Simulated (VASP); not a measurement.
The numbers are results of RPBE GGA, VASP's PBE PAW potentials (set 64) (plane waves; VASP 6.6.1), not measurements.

Input for VASP

### INCAR
```
SYSTEM=Lu
PREC=Accurate; ENCUT=520; LREAL=.False.
LASPH=.True.
EDIFF=1E-7; NELM=100; ALGO=Normal
LMAXMIX=6
ISMEAR=1; SIGMA=0.1
GGA=RP
IBRION=2; NSW=30; ISIF=4
EDIFFG=-0.01
LWAVE=.False.; LCHARG=.False.
```

File KPOINTS:
```
Automatic mesh
0
Gamma
12 12 7
0 0 0
```

**POSCAR**
```
Lu
1
    1.7989538820    -3.1158796164     0.0000000000
    1.7989538820     3.1158796164     0.0000000000
    0.0000000000     0.0000000000     5.6237138281
Lu
2
Direct
  0.3333330000   0.6666670000   0.2500000000
  0.6666670000   0.3333330000   0.7500000000
```

POTCAR, in this order: Lu_3 (PBE.64 set). Program: vasp_std.

Output of the run:

OUTCAR:
```
 ion  position               nearest neighbor table
   1  0.333  0.667  0.250-   2 3.50   2 3.50   2 3.50   2 3.50   2 3.50   2 3.50
   2  0.667  0.333  0.750-   1 3.50   1 3.50   1 3.50   1 3.50   1 3.50   1 3.50
  LATTYP: Found a hexagonal cell.
 ALAT       =     3.5979078439
 C/A-ratio  =     1.5630511042
 Subroutine PRICEL returns:
 Original cell was already a primitive cell.
 Subroutine GETGRP returns: Found 24 space group operations
The static configuration has the point symmetry D_3d.
 The point group associated with its full space group is D_6h.
The dynamic configuration has the point symmetry D_3d.
 Subroutine INISYM returns: Found 24 space group operations
 Subroutine IBZKPT returns following result:
 Found     76 irreducible k-points:

 Following reciprocal coordinates:
            Coordinates               Weight
  0.000000  0.000000  0.000000      1.000000
  0.083333  0.000000  0.000000      6.000000
  0.166667  0.000000  0.000000      6.000000
  0.250000 -0.000000  0.000000      6.000000
  0.333333 -0.000000  0.000000      6.000000
  0.416667 -0.000000  0.000000      6.000000
  0.500000 -0.000000  0.000000      3.000000
  0.083333  0.083333  0.000000      6.000000
  0.166667  0.083333  0.000000     12.000000
  0.250000  0.083333  0.000000     12.000000
  0.333333  0.083333  0.000000     12.000000
  0.416667  0.083333  0.000000     12.000000
  0.166667  0.166667  0.000000      6.000000
  0.250000  0.166667  0.000000     12.000000
  0.333333  0.166667  0.000000     12.000000
  0.416667  0.166667  0.000000      6.000000
  0.250000  0.250000  0.000000      6.000000
  0.333333  0.250000  0.000000     12.000000
  0.333333  0.333333  0.000000      2.000000
  0.000000  0.000000  0.142857      2.000000
  0.083333  0.000000  0.142857     12.000000
  0.166667  0.000000  0.142857     12.000000
  0.250000 -0.000000  0.142857     12.000000
  0.333333 -0.000000  0.142857     12.000000
  0.416667 -0.000000  0.142857     12.000000
  0.500000 -0.000000  0.142857      6.000000
  0.083333  0.083333  0.142857     12.000000
  0.166667  0.083333  0.142857     24.000000
  0.250000  0.083333  0.142857     24.000000
  0.333333  0.083333  0.142857     24.000000
  0.416667  0.083333  0.142857     24.000000
  0.166667  0.166667  0.142857     12.000000
  0.250000  0.166667  0.142857     24.000000
  0.333333  0.166667  0.142857     24.000000
  0.416667  0.166667  0.142857     12.000000
  0.250000  0.250000  0.142857     12.000000
  0.333333  0.250000  0.142857     24.000000
  0.333333  0.333333  0.142857      4.000000
  0.000000  0.000000  0.285714      2.000000
  0.083333  0.000000  0.285714     12.000000
   k-points           NKPTS =     76   k-points in BZ     NKDIM =     76   number of bands    NBANDS=     13
   number of dos      NEDOS =    301   number of ions     NIONS =      2
   total plane-waves  NPLWV =  32928
   dimension x,y,z NGX =    28 NGY =   28 NGZ =   42
   dimension x,y,z NGXF=    56 NGYF=   56 NGZF=   84
   ions per type =               2
   PREC   = accura    normal or accurate (medium, high low for compatibility)
   ISTART =      0    job   : 0-new  1-cont  2-samecut
   ICHARG =      2    charge: 1-file 2-atom 10-const
   ISPIN  =      1    spin polarized calculation?
   LNONCOLLINEAR =      F non collinear calculations
   LSORBIT =      F    spin-orbit coupling
   INIWAV =      1    electr: 0-lowe 1-rand  2-diag
   ENCUT  =  520.0 eV  38.22 Ry    6.18 a.u.   6.69  6.69 10.46*2*pi/ulx,y,z
   NELM   =    100;   NELMIN=  2; NELMDL= -5     # of ELM steps
   EDIFF  = 0.1E-06   stopping-criterion for ELM
   LREAL  =      F    real-space projection
...
```

**OSZICAR**
```
       N       E                     dE             d eps       ncg     rms          rms(c)
DAV:   1     0.457153964640E+02    0.45715E+02   -0.87709E+03  3446   0.147E+03
DAV:   2    -0.580109857201E+01   -0.51516E+02   -0.50423E+02  3388   0.706E+02
DAV:   3    -0.816276644583E+01   -0.23617E+01   -0.22296E+01  3573   0.603E+01
DAV:   4    -0.826822478408E+01   -0.10546E+00   -0.10174E+00  3669   0.107E+01
DAV:   5    -0.827330638503E+01   -0.50816E-02   -0.48594E-02  3460   0.176E+00    0.242E+01
DAV:   6    -0.825792368427E+01    0.15383E-01   -0.42837E-02  3321   0.453E+00    0.144E+01
DAV:   7    -0.826598627857E+01   -0.80626E-02   -0.84234E-02  3273   0.615E+00    0.392E-01
DAV:   8    -0.826608118437E+01   -0.94906E-04   -0.59067E-03  3294   0.115E+00    0.118E-01
DAV:   9    -0.826610913513E+01   -0.27951E-04   -0.25769E-04  3488   0.261E-01    0.359E-02
DAV:  10    -0.826610451151E+01    0.46236E-05   -0.31166E-05  3355   0.958E-02    0.448E-02
DAV:  11    -0.826610553749E+01   -0.10260E-05   -0.27429E-06  3329   0.251E-02    0.118E-03
DAV:  12    -0.826610574766E+01   -0.21017E-06   -0.79179E-08  2001   0.757E-03    0.118E-03
DAV:  13    -0.826610573055E+01    0.17112E-07   -0.26045E-08  1823   0.923E-03
   1 F= -.82661057E+01 E0= -.82664489E+01  d E =-.826611E+01
       N       E                     dE             d eps       ncg     rms          rms(c)
DAV:   1    -0.826614448250E+01   -0.38735E-04   -0.12996E-03  3099   0.503E-01    0.295E-02
DAV:   2    -0.826612700727E+01    0.17475E-04   -0.41943E-05  3337   0.100E-01    0.157E-02
DAV:   3    -0.826611780800E+01    0.91993E-05   -0.10430E-05  3782   0.425E-02    0.717E-03
DAV:   4    -0.826611787261E+01   -0.64605E-07   -0.14467E-06  2892   0.108E-02    0.316E-03
DAV:   5    -0.826611789372E+01   -0.21114E-07   -0.26370E-08  1548   0.502E-03
   2 F= -.82661179E+01 E0= -.82664585E+01  d E =-.121632E-04
```

**OUTCAR**
```
------------------------ aborting loop because EDIFF is reached ----------------------------------------
  FORCE on cell =-STRESS in cart. coord.  units (eV):
  Direction    XX          YY          ZZ          XY          YZ          ZX
  --------------------------------------------------------------------------------------
  Total       -0.4412451     -0.4412451     -0.4525414      0.0000000      0.0000000      0.0000000
  in kB      -11.2133804    -11.2133811    -11.5004540      0.0000000      0.0000000      0.0000000
  external PRESSURE =     -11.3090718 kB  Pullay stress =       0.0000000 kB
  volume of cell :       63.05
      direct lattice vectors                 reciprocal lattice vectors
     1.799450273 -3.116739388  0.000000000     0.277862638 -0.160424064  0.000000000
     1.799450273  3.116739388  0.000000000     0.277862638  0.160424064  0.000000000
     0.000000000  0.000000000  5.620611580    -0.000000000  0.000000000  0.177916582
 POSITION                                       TOTAL-FORCE (eV/Angst)
 -----------------------------------------------------------------------------------
      1.79945      1.03892      1.40515        -0.000000      0.000000      0.000000
      1.79945     -1.03892      4.21546         0.000000     -0.000000      0.000000
 -----------------------------------------------------------------------------------
    total drift:                                0.000002      0.000074     -0.000011
  FREE ENERGIE OF THE ION-ELECTRON SYSTEM (eV)
  ---------------------------------------------------
  free  energy   TOTEN  =        -8.2661178937 eV

  energy  without entropy=       -8.2671396282  energy(sigma->0) =       -8.26645847

 reached required accuracy - stopping structural energy minimisation
```
(Selected blocks of OUTCAR.)

**CONTCAR**
```
Lu
   1.00000000000000
     1.7994502726551922   -3.1167393883325438    0.0000000000000000
     1.7994502726551922    3.1167393883325438    0.0000000000000000
     0.0000000000000000    0.0000000000000000    5.6206115797406984
  Lu
     2
Direct
     0.3333330000000032    0.6666669999999968    0.2500000000000000
     0.6666669999999968    0.3333330000000032    0.7500000000000000
```

### OUTCAR
```
 val. band max:        2.5705042798   @ k =   0.4167  -0.0000   0.2857

 cond. band min:       2.5892829479   @ k =   0.5000  -0.0000   0.4286


 Fermi energy:         2.5865114007

 k-point     1 :       0.0000    0.0000    0.0000
  band No.  band energies     occupation
      1     -24.6347      2.00000
      2     -24.3176      2.00000
      3     -24.3176      2.00000
      4     -24.2525      2.00000
      5     -24.2525      2.00000
      6     -24.2218      2.00000
      7      -3.2472      2.00000
      8       0.3342      2.00000
      9       3.0210     -0.00000
     10       4.7467      0.00000
     11       4.7467      0.00000
     12       5.1452      0.00000
     13       5.4225      0.00000

 k-point     2 :       0.0833    0.0000    0.0000
  band No.  band energies     occupation
      1     -24.6263      2.00000
      2     -24.3338      2.00000
      3     -24.3233      2.00000
      4     -24.2697      2.00000
      5     -24.2547      2.00000
      6     -24.2260      2.00000
      7      -3.0954      2.00000
      8       0.4890      2.00000
      9       2.9294     -0.00001
     10       4.3516     -0.00000
     11       4.8886      0.00000
     12       5.2033      0.00000
     13       5.4282      0.00000

 k-point     3 :       0.1667    0.0000    0.0000
  band No.  band energies     occupation
      1     -24.6022      2.00000
      2     -24.3782      2.00000
      3     -24.3384      2.00000
      4     -24.3160      2.00000
      5     -24.2612      2.00000
      6     -24.2386      2.00000
      7      -2.6544      2.00000
      8       0.9184      2.00000
      9       2.6952     -0.06393
     10       3.7227     -0.00000
     11       4.7239      0.00000
     12       5.2248      0.00000
     13       5.3269      0.00000

 k-point     4 :       0.2500   -0.0000    0.0000
  band No.  band energies     occupation
      1     -24.5660      2.00000
      2     -24.4394      2.00000
      3     -24.3773      2.00000
...
```

The compound is Lu in the hcp structure. This cell is one point of a volume scan, at 1.03 of the reference volume. Symmetry was kept, so distortions that lower it aren't found.
